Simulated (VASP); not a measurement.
```cif
data_Au4
_chemical_formula_sum 'Au4'
_space_group_name_H-M_alt 'Fm-3m'
_space_group_IT_number 225
_space_group_name_Hall '-F 4 2 3'
_cell_length_a 4.10061
_cell_length_b 4.10061
_cell_length_c 4.10061
_cell_angle_alpha 90.000
_cell_angle_beta 90.000
_cell_angle_gamma 90.000
loop_
_atom_site_label
_atom_site_type_symbol
_atom_site_symmetry_multiplicity
_atom_site_Wyckoff_symbol
_atom_site_fract_x
_atom_site_fract_y
_atom_site_fract_z
_atom_site_occupancy
Au1 Au 4 a 0.00000 0.00000 0.00000 1
```
(The calculation used a cell of 1 atom; values per cell refer to that cell.)

Level of theory: PBE GGA with D3 dispersion (Becke-Johnson damping), VASP's PBE PAW potentials (set 64) (plane waves; VASP). Numerical set-up: 520 eV cut-off, 15×15×15 Γ-centred mesh, first-order Methfessel-Paxton smearing of 0.10 eV, potentials Au.

Question: Give the energy at these volumes per atom, relative to the lowest: 16.19, 16.71, 17.23, 17.74, 18.26 Å³.

Answer: 36.8, 8.8, 0.0, 7.0, 26.9 meV/atom. A third-order Birch-Murnaghan fit gives B0 = 162 GPa and B0′ = 5.5.

Measured: bulk modulus 182 GPa at 0 K (computed value off by -11.0 %), as given by Daniel Mejia-Rodriguez et al., Physical Review B (2018), arXiv:1807.09216 [0 K value with the zero-point phonon effect removed]; a 4.062 Å at 0 K (computed value off by +1.0 %), as given by Daniel Mejia-Rodriguez et al., Physical Review B (2018), arXiv:1807.09216 [static lattice: zero-point anharmonic expansion removed].

The compound is Au in the fcc structure. It was relaxed first.
